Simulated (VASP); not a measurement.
Consider the following.

```xyz
3
Lattice="1.6906 -2.9283 0.0000 1.6906 2.9283 0.0000 0.0000 0.0000 5.6989" Properties=species:S:1:pos:R:3 pbc="T T T"
Ti     0.0000     0.0000     0.0000
S      1.6906     0.9761     1.4287
S      1.6906    -0.9761     4.2702
```

Computed with optB86b-vdW, VASP's PBE PAW potentials (set 64) (plane waves; VASP). Numerical set-up: 520 eV cut-off, Gaussian smearing of 0.050 eV, potentials Ti_sv S.

Problem. What does the run give for the band gap (along the path) with the smallest direct gap where there is one?

Solution. 
```
Quantity                                                      Value
-------------------------  ----------------------------------------
band gap (along the path)  none (metal, semimetal or under 0.01 eV)
```

Total energies compare only between runs with the same potentials, cut-off and functional.

The compound is TiS2 in the 1T layered structure. It was relaxed first.
